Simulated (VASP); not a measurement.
# Ti2SnTe2 (P-3m1) in VASP: a series of runs

The runs below take Ti2SnTe2 through relaxation of cell and atoms, with PBE.

Everything below comes from runs of VASP 6.6.1. Logs are shortened: lines on timing, memory, paths and dates and some standing lists are left out, and cuts for length are marked.

**1. Starting point**

Symmetry: P-3m1, No. 164, trigonal system. Conventional cell: a = 3.880 Å, b = 3.880 Å, c = 9.170 Å, α = 90.00°, β = 90.00°, γ = 120.00°. Around Ti (site symmetry 3m) lie 3 Te at 2.70 Å and 3 Sn at 2.81 Å. Around Sn (site symmetry -3m) lie 6 Ti at 2.81 Å. Te (site symmetry 3m) has 3 Ti at 2.70 Å as nearest neighbours.

The cell was built by a generator and needn't be a form met in nature.

**2. Relaxation of cell and atoms, PBE**

INCAR

```
PREC     = Normal         # precision mode
ENCUT    = 520            # plane-wave cutoff, eV
EDIFF    = 1E-4           # SCF threshold, eV
ISMEAR   = 0              # smearing method
SIGMA    = 0.15           # smearing width, eV
LREAL    = F              # projectors in reciprocal space
LASPH    = T              # aspherical terms in the spheres
NELM     = 60             # most SCF steps
ALGO     = Fast           # electronic algorithm
ISIF     = 3              # what is computed and relaxed
LWAVE    = F              # write WAVECAR
LCHARG   = F              # write CHGCAR
GGA      = PE             # functional
IBRION   = 2              # ionic algorithm
NSW      = 24             # ionic steps
EDIFFG   = -0.08          # ionic threshold
```

KPOINTS

```
regular mesh
0
Gamma
  4 4 2
```

POSCAR

```
Ti2SnTe2
1.0
    3.8800000000      0.0000000000      0.0000000000
   -1.9400000000      3.3601785700      0.0000000000
    0.0000000000      0.0000000000      9.1700000000
Ti Sn Te
2 1 2
Direct
    0.3333333300      0.6666666700      0.1850000000
    0.6666666700      0.3333333300      0.8150000000
    0.0000000000      0.0000000000      0.0000000000
    0.6666666700      0.3333333300      0.3490000000
    0.3333333300      0.6666666700      0.6510000000
```

Potentials or basis: VASP PAW PBE potentials, release 64 (Ti_sv, Sn_d, Te).

On the command line:

```sh
cat potpaw_PBE.64/Ti_sv/POTCAR potpaw_PBE.64/Sn_d/POTCAR potpaw_PBE.64/Te/POTCAR > POTCAR
mpirun -np 1 vasp_std > vasp.out
```

OUTCAR:

```text
PREC = Normal
   ENCUT = 520
   EDIFF = 1E-4
   ISMEAR = 0
   LREAL = F
   LASPH = T
   NELM = 60
   ISIF = 3
   GGA = PE
   IBRION = 2
   NSW = 24
   EDIFFG = -0.08

 ion  position               nearest neighbor table
   1  0.333  0.667  0.185-   4 2.70   4 2.70   4 2.70   3 2.81   3 2.81   3 2.81
   2  0.667  0.333  0.815-   5 2.70   5 2.70   5 2.70   3 2.81   3 2.81   3 2.81
   3  0.000  0.000  0.000-   1 2.81   2 2.81   2 2.81   1 2.81   2 2.81   1 2.81
   4  0.667  0.333  0.349-   1 2.70   1 2.70   1 2.70   5 3.56   5 3.56   5 3.56
   5  0.333  0.667  0.651-   2 2.70   2 2.70   2 2.70   4 3.56   4 3.56   4 3.56

  LATTYP: Found a hexagonal cell.
 ALAT       =     3.8800000000
 C/A-ratio  =     2.3634020619

  Lattice vectors:

 A1 = (   3.8800000000,   0.0000000000,   0.0000000000)
 A2 = (  -1.9400000000,   3.3601785700,   0.0000000000)
 A3 = (   0.0000000000,   0.0000000000,   9.1700000000)

Analysis of symmetry for initial positions (statically):
=====================================================================
 Subroutine PRICEL returns:
 Original cell was already a primitive cell.

 Routine SETGRP: Setting up the symmetry group for a
 hexagonal supercell.

 Subroutine GETGRP returns: Found 12 space group operations
 (whereof 12 operations were pure point group operations)
 out of a pool of 24 trial point group operations.

The static configuration has the point symmetry D_3d.

Analysis of symmetry for dynamics (positions and initial velocities):
=====================================================================
 Subroutine PRICEL returns:
 Original cell was already a primitive cell.

 Routine SETGRP: Setting up the symmetry group for a
 hexagonal supercell.

 Subroutine GETGRP returns: Found 12 space group operations
 (whereof 12 operations were pure point group operations)
 out of a pool of 24 trial point group operations.

The dynamic configuration has the point symmetry D_3d.

 Subroutine INISYM returns: Found 12 space group operations
 (whereof 12 operations are pure point group operations),
 and found     1 'primitive' translations

----------------------------------------------------------------------------------------

                                     Primitive cell

  volume of cell :     119.5538

  direct lattice vectors                    reciprocal lattice vectors
     3.880000000  0.000000000  0.000000000     0.257731959  0.148801616  0.000000000
    -1.940000000  3.360178570  0.000000000     0.000000000  0.297603231  0.000000000
     0.000000000  0.000000000  9.170000000     0.000000000  0.000000000  0.109051254

  length of vectors
     3.880000000  3.880000003  9.170000000     0.297603231  0.297603231  0.109051254

  position of ions in fractional coordinates (direct lattice)
     0.333333330  0.666666670  0.185000000
     0.666666670  0.333333330  0.815000000
     0.000000000  0.000000000  0.000000000
     0.666666670  0.333333330  0.349000000
     0.333333330  0.666666670  0.651000000

  ion indices of the primitive-cell ions
   primitive index   ion index
                 1           1
                 2           2
                 3           3
                 4           4
                 5           5

----------------------------------------------------------------------------------------

 KPOINTS: regular mesh

Automatic generation of k-mesh.
 Grid dimensions read from file:
 generate k-points for:    4    4    2

 Generating k-lattice:

  Cartesian coordinates                     Fractional coordinates (reciprocal lattice)
     0.064432990  0.037200404  0.000000000     0.250000000  0.000000000  0.000000000
     0.000000000  0.074400808  0.000000000     0.000000000  0.250000000  0.000000000
     0.000000000  0.000000000  0.054525627     0.000000000  0.000000000  0.500000000

  Length of vectors
     0.074400808  0.074400808  0.054525627

  Shift w.r.t. Gamma in fractional coordinates (k-lattice)
     0.000000000  0.000000000  0.000000000

 Subroutine IBZKPT returns following result:
 ===========================================

 Found      8 irreducible k-points:

 Following reciprocal coordinates:
            Coordinates               Weight
  0.000000  0.000000  0.000000      1.000000
  0.250000  0.000000  0.000000      6.000000
  0.500000  0.000000  0.000000      3.000000
  0.250000  0.250000  0.000000      6.000000
  0.000000  0.000000  0.500000      1.000000
  0.250000  0.000000  0.500000      6.000000
  0.500000  0.000000  0.500000      3.000000
  0.250000  0.250000  0.500000      6.000000
   k-points           NKPTS =      8   k-points in BZ     NKDIM =      8   number of bands    NBANDS=     30
   number of dos      NEDOS =    301   number of ions     NIONS =      5
   total plane-waves  NPLWV =  31104
   dimension x,y,z NGX =    24 NGY =   24 NGZ =   54
   dimension x,y,z NGXF=    48 NGYF=   48 NGZF=  108
   ions per type =               2   1   2
   NGX,Y,Z   is equivalent  to a cutoff of  10.28, 10.28,  9.79 a.u.
   NGXF,Y,Z  is equivalent  to a cutoff of  20.57, 20.57, 19.58 a.u.
 SYSTEM =  unknown system
   PREC   = normal    normal or accurate (medium, high low for compatibility)
   ISTART =      0    job   : 0-new  1-cont  2-samecut
   ICHARG =      2    charge: 1-file 2-atom 10-const
   ISPIN  =      1    spin polarized calculation?
   LNONCOLLINEAR =      F non collinear calculations
   LSORBIT =      F    spin-orbit coupling
   LASPH  =      T    aspherical Exc in radial PAW
   ENCUT  =  520.0 eV  38.22 Ry    6.18 a.u.   7.21  7.21 17.05*2*pi/ulx,y,z
   NELM   =     60;   NELMIN=  2; NELMDL= -5     # of ELM steps
   EDIFF  = 0.1E-03   stopping-criterion for ELM
   LREAL  =      F    real-space projection
   EDIFFG = -.8E-01   stopping-criterion for IOM
   NSW    =     24    number of steps for IOM
   IBRION =      2    ionic relax: 0-MD 1-quasi-New 2-CG
   NFREE  =      1    steps in history (QN), initial steepest desc. (CG)
   ISIF   =      3    stress and relaxation
   ISYM   =      2    0-nonsym 1-usesym 2-fastsym
   POTIM  = 0.5000    time-step for ionic-motion
   TEBEG  =    0.0;   TEEND  =   0.0 temperature during run
   PSTRESS=    0.0 pullay stress
   NELECT =      50.0000    total number of electrons
   NUPDOWN=      -1.0000    fix difference up-down
   EMIN   =  10.00;   EMAX   =-10.00  energy-range for DOS
   EFERMI =   0.00;   METHOD = LEGACY
   ISMEAR =     0;   SIGMA  =   0.15  broadening in eV -4-tet -1-fermi 0-gaus
   EFERMI_NEDOS =   21; number of points for ismear=-14 and -15
   IALGO  =     68    algorithm
   IMIX   =      4    mixing-type and parameters
     AMIX     =   0.40;   BMIX     =  1.00
     AMIX_MAG =   1.60;   BMIX_MAG =  1.00
  volume/ion in A,a.u.               =      23.91       161.36
  Fermi-wavevector in a.u.,A,eV,Ry     =   1.224269  2.313534 20.392899  1.498836
  Thomas-Fermi vector in A             =   2.359350
   LORBIT       =      0    0 simple, 1 ext, 2 COOP (PROOUT), +10 PAW based schemes
   GGA     = PE    functional components
   LHFCALC =     F    Hartree Fock is set to
   AEXX    =    0.0000 exact exchange contribution
   IVDW    =     0    specifies the selected vdW correction
   LEPSILON=     F    determine dielectric tensor
   LRPA    =     F    only Hartree local field effects (RPA)
 conjugate gradient relaxation of ions
 non-spin polarized calculation
 RMM-DIIS sequential band-by-band and
 Gauss-broadening in eV      SIGMA  =   0.15
  energy-cutoff  :      520.00
  volume of cell :      119.55
 maximum number of plane-waves:      3228
   NGX = 15   NGY = 15   NGZ = 35

--------------------------------------- Ionic step        1  -------------------------------------------

 number of electron      49.9999999 magnetization

 Free energy of the ion-electron system (eV)
  ---------------------------------------------------
  ext. energy  EPLUGINS =         0.00000000
  ---------------------------------------------------
  free energy    TOTEN  =       -27.65499426 eV

  energy without entropy =      -27.63270174  energy(sigma->0) =      -27.64384800

------------------------ aborting loop because EDIFF is reached ----------------------------------------

  FORCE on cell =-STRESS in cart. coord.  units (eV):
  Direction    XX          YY          ZZ          XY          YZ          ZX
  --------------------------------------------------------------------------------------
  -------------------------------------------------------------------------------------
  Total        2.5757078      2.5757078      5.2697528     -0.0000000     -0.0000000      0.0000000
  in kB       34.5178514     34.5178515     70.6215757     -0.0000000     -0.0000000      0.0000000
  external PRESSURE =      46.5524262 kB  Pullay stress =       0.0000000 kB
[... 98 lines left out ...]
  FREE ENERGIE OF THE ION-ELECTRON SYSTEM (eV)
  ---------------------------------------------------
  free  energy   TOTEN  =       -27.7982397194 eV

  energy  without entropy=      -27.7712240387  energy(sigma->0) =      -27.78473188

[... ionic steps 4 to 12 ...]

--------------------------------------- Ionic step       13  -------------------------------------------

 number of electron      50.0000019 magnetization

------------------------ aborting loop because EDIFF is reached ----------------------------------------

  FORCE on cell =-STRESS in cart. coord.  units (eV):
  Direction    XX          YY          ZZ          XY          YZ          ZX
  --------------------------------------------------------------------------------------
  -------------------------------------------------------------------------------------
  Total        0.0524715      0.0524715     -0.1210400      0.0000000      0.0000000     -0.0000000
  in kB        0.6551639      0.6551639     -1.5113174      0.0000000      0.0000000     -0.0000000
  external PRESSURE =      -0.0669965 kB  Pullay stress =       0.0000000 kB
[... 24 lines left out ...]
  energy  without entropy=      -27.9148059679  energy(sigma->0) =      -27.94081390

--------------------------------------- Ionic step       14  -------------------------------------------

 number of electron      50.0000019 magnetization

 E-fermi :   6.9172     XC(G=0): -10.0098

 val. band max:        6.8969006907   @ k =   0.2500   0.0000   0.5000
 cond. band min:       6.9792797899   @ k =   0.5000   0.0000   0.5000
 fundamental gap:      0.0823790992
 Fermi energy:         6.9171988654

 k-point     1 :       0.0000    0.0000    0.0000
  band No.  band energies     occupation
      1     -50.4637      2.00000
      2     -50.4632      2.00000
      3     -26.7500      2.00000
      4     -26.7398      2.00000
      5     -26.7050      2.00000
      6     -26.7050      2.00000
[... 289 lines left out ...]
  energy  without entropy=      -27.9147663111  energy(sigma->0) =      -27.94080797

--------------------------------------- Ionic step       15  -------------------------------------------

 number of electron      50.0000012 magnetization

 Free energy of the ion-electron system (eV)
  ---------------------------------------------------
  ext. energy  EPLUGINS =         0.00000000
  ---------------------------------------------------
  free energy    TOTEN  =       -27.97076002 eV

  energy without entropy =      -27.91956667  energy(sigma->0) =      -27.94516334

 E-fermi :   6.8525     XC(G=0):  -9.9733

 val. band max:        6.8429241284   @ k =   0.2500   0.0000   0.5000
 cond. band min:       6.9032050547   @ k =   0.5000   0.0000   0.5000
 fundamental gap:      0.0602809262
 Fermi energy:         6.8525487572

 k-point     1 :       0.0000    0.0000    0.0000
  band No.  band energies     occupation
      1     -50.5434      2.00000
      2     -50.5430      2.00000
      3     -26.8302      2.00000
      4     -26.8205      2.00000
      5     -26.7864      2.00000
      6     -26.7864      2.00000
[... 285 lines left out ...]
  FREE ENERGIE OF THE ION-ELECTRON SYSTEM (eV)
  ---------------------------------------------------
  free  energy   TOTEN  =       -27.9707600228 eV

  energy  without entropy=      -27.9195666650  energy(sigma->0) =      -27.94516334

 reached required accuracy - stopping structural energy minimisation
```

Run time: 3.3 min. Hardware: 1 thread of Intel Xeon 6975P-C (Granite Rapids), shared host; peak memory 0.2 GiB.

What came out:

```yaml
Free_energy: -27.9708 eV
Relaxed_volume: 25.83 Å³/atom
Relaxed_cell: a = 3.807 Å, b = 3.807 Å, c = 10.286 Å, α = 90.00°, β = 90.00°, γ = 120.00°
Space_group_after_relaxing_to_0.05_Å: P-3m1 (No. 164)
Energy_gained_by_relaxing: 63.2 meV/atom
Ionic_steps: 15
Pressure_after_relaxing: -0.1 GPa
Largest_force_after_relaxing: 0.069 eV/Å
Band_gap_on_the_k_mesh: none (metal or under the smearing width)
```

Forces in eV/Å, atoms in the order of the input:
```
Ti   0.000  0.000 -0.049
Ti   0.000  0.000  0.049
Sn   0.000  0.000  0.000
Te   0.000  0.000 -0.069
Te   0.000  0.000  0.069
```

Step by step:
```csv
step,energy change (eV),largest force (eV/Å),pressure (GPa),volume (Å³)
1,0.0000,0.7258,4.66,119.55
2,-0.1046,0.7149,-2.61,131.95
3,-0.1432,0.4513,-1.18,127.52
4,-0.1421,0.4100,-0.27,126.94
5,-0.1430,0.4430,-0.43,127.24
6,-0.1983,0.3291,-0.27,127.14
7,-0.2961,0.0980,0.48,126.58
8,-0.3047,0.0606,0.80,126.26
9,-0.3067,0.2709,-0.87,130.16
10,-0.3114,0.1679,-0.28,128.43
11,-0.3116,0.1535,-0.05,128.07
12,-0.3118,0.1667,0.10,128.16
13,-0.3118,0.1743,-0.01,128.32
14,-0.3119,0.1792,-0.07,128.36
15,-0.3158,0.0690,-0.09,129.13
```

Final structure:
```cif
data_structure
_symmetry_space_group_name_H-M 'P 1'
_symmetry_Int_Tables_number 1
_cell_length_a 3.8074
_cell_length_b 3.8074
_cell_length_c 10.2864
_cell_angle_alpha 90.000
_cell_angle_beta 90.000
_cell_angle_gamma 120.000
_cell_volume 129.13
loop_
_atom_site_label
_atom_site_type_symbol
_atom_site_fract_x
_atom_site_fract_y
_atom_site_fract_z
_atom_site_occupancy
Ti1 Ti 0.33333 0.66667 0.17337 1
Ti2 Ti 0.66667 0.33333 0.82663 1
Sn1 Sn 0.00000 0.00000 0.00000 1
Te1 Te 0.66667 0.33333 0.33628 1
Te2 Te 0.33333 0.66667 0.66372 1
```

Caveat: the k mesh is coarse (spacing up to 0.47 Å⁻¹), so the values aren't converged; this functional lacks dispersion, which binds the layers, so the pressure and a relaxed spacing across them are unreliable; the relaxation stopped at a loose force limit of 0.08 eV/Å, so its end isn't a converged minimum. The run has no spin-orbit coupling, so splittings on Te are missing.

**3. Relaxation of cell and atoms, PBE**

This run uses another cell than the first one, of 25.70 Å³/atom, 1.075 times its volume.

INCAR is that of step 2.

KPOINTS is that of step 2.

POSCAR

```
Ti2SnTe2
1.0
    4.5065755400      0.0000000000      0.0000000000
   -2.2532877700      3.9028089000      0.0000000000
    0.0000000000      0.0000000000      7.3059972700
Ti Sn Te
2 1 2
Direct
    0.0000000000      0.0000000000      0.3530882300
    0.0000000000      0.0000000000      0.6469117700
    0.0000000000      0.0000000000      0.0000000000
    0.3333333300      0.6666666700      0.4507543500
    0.6666666700      0.3333333300      0.5492456500
```

Potentials or basis: VASP PAW PBE potentials, release 64 (Ti_sv, Sn_d, Te).

On the command line:

```sh
cat potpaw_PBE.64/Ti_sv/POTCAR potpaw_PBE.64/Sn_d/POTCAR potpaw_PBE.64/Te/POTCAR > POTCAR
mpirun -np 1 vasp_std > vasp.out
```

Run time: 12 min. Hardware: 1 thread of Intel Xeon 6975P-C (Granite Rapids), shared host; peak memory 0.22 GiB.

The run converged. Its results:

```
Free energy                            : -25.5902 eV
Relaxed volume                         : 30.80 Å³/atom
Relaxed cell                           : a = 4.709 Å, b = 4.709 Å, c = 8.020 Å, α = 90.00°, β = 90.00°, γ = 120.00°
Space group after relaxing (to 0.05 Å) : P-3m1 (No. 164)
Energy gained by relaxing              : 913.4 meV/atom
Ionic steps                            : 24
Pressure after relaxing                : -0.2 GPa
Largest force after relaxing           : 0.027 eV/Å
Band gap on the k mesh                 : none (metal or under the smearing width)
```

Forces on the atoms (eV/Å):
```
Ti   0.000  0.000  0.001
Ti   0.000  0.000 -0.001
Sn   0.000  0.000  0.000
Te   0.000  0.000 -0.027
Te   0.000  0.000  0.027
```

Stress tensor (GPa, compression positive):
```
-0.24  0.00  0.00
 0.00 -0.24  0.00
 0.00  0.00  0.02
```

Step by step:
| step | energy change (eV) | largest force (eV/Å) | pressure (GPa) | volume (Å³) |
| --- | --- | --- | --- | --- |
| 1 | 0.0000 | 2.6647 | 21.41 | 128.50 |
| 2 | 94.5304 | 3.8948 | 38.06 | 203.31 |
| 3 | 45.7100 | 1.6202 | -11.01 | 585.19 |
| 4 | 260.0453 | 17.1482 | -40.68 | 367.26 |
| 5 | 20.3649 | 1.3439 | -5.77 | 246.03 |
| 6 | 0.5924 | 1.3206 | -4.69 | 238.80 |
| 7 | -1.4532 | 0.8776 | -6.48 | 218.01 |
| 8 | -1.7356 | 0.8200 | -5.81 | 210.58 |
| 9 | -1.8671 | 0.8590 | -5.63 | 206.92 |
| 10 | -3.0031 | 1.5734 | -0.20 | 165.95 |
| 11 | -3.0215 | 1.6918 | 0.82 | 161.40 |
| 12 | -3.3737 | 1.7518 | 0.79 | 159.08 |
| 13 | -3.9045 | 1.1738 | 2.83 | 151.47 |
| 14 | -4.1198 | 0.8287 | 1.65 | 154.34 |
| 15 | -4.2964 | 0.6449 | -0.24 | 158.56 |
| 16 | -4.2772 | 0.5394 | -3.20 | 167.23 |
| 17 | -4.3411 | 0.5707 | -1.58 | 162.52 |
| 18 | -4.4522 | 0.5033 | -1.14 | 159.04 |
| 19 | -4.5446 | 0.3391 | -0.18 | 154.19 |
| 20 | -4.5527 | 0.1801 | 0.47 | 151.87 |
| 21 | -4.5537 | 0.3407 | 0.39 | 152.46 |
| 22 | -4.5619 | 0.1710 | 0.19 | 153.32 |
| 23 | -4.5643 | 0.0407 | -0.08 | 154.12 |
| 24 | -4.5672 | 0.0266 | -0.15 | 154.01 |

Final structure:
```yaml
crystal:
  lattice:
    - [4.70895, 0.00000, 0.00000]
    - [-2.35448, 4.07807, 0.00000]
    - [0.00000, 0.00000, 8.02002]
  atoms:
    - { symbol: Ti, position: [0.00000, 0.00000, 0.34150] }
    - { symbol: Ti, position: [0.00000, 0.00000, 0.65850] }
    - { symbol: Sn, position: [0.00000, 0.00000, 0.00000] }
    - { symbol: Te, position: [0.33333, 0.66667, 0.33109] }
    - { symbol: Te, position: [0.66667, 0.33333, 0.66891] }
```

Levels at points of the mesh, in eV from the Fermi level:
| k point | band 22 | band 23 | band 24 | band 25 | band 26 | band 27 | band 28 | band 29 |
| --- | --- | --- | --- | --- | --- | --- | --- | --- |
| (0.00, 0.00, 0.00) | -2.40 | -0.50 | -0.50 | 0.40 | 0.64 | 1.37 | 1.37 | 1.39 |
| (0.50, 0.00, 0.00) | -1.57 | -0.85 | -0.77 | -0.19 | 0.02 | 0.54 | 0.80 | 0.86 |
| (0.00, 0.00, 0.50) | -1.67 | -0.58 | -0.20 | -0.20 | 0.35 | 0.35 | 1.82 | 2.28 |
| (0.50, 0.00, 0.50) | -2.59 | -1.26 | -0.28 | -0.08 | 0.15 | 0.42 | 0.50 | 1.03 |

Caveat: the k mesh is coarse (spacing up to 0.43 Å⁻¹), so the values aren't converged; the volume moved by over 15 % at a fixed basis, so the end points are rough; the relaxation stopped at a loose force limit of 0.08 eV/Å, so its end isn't a converged minimum.
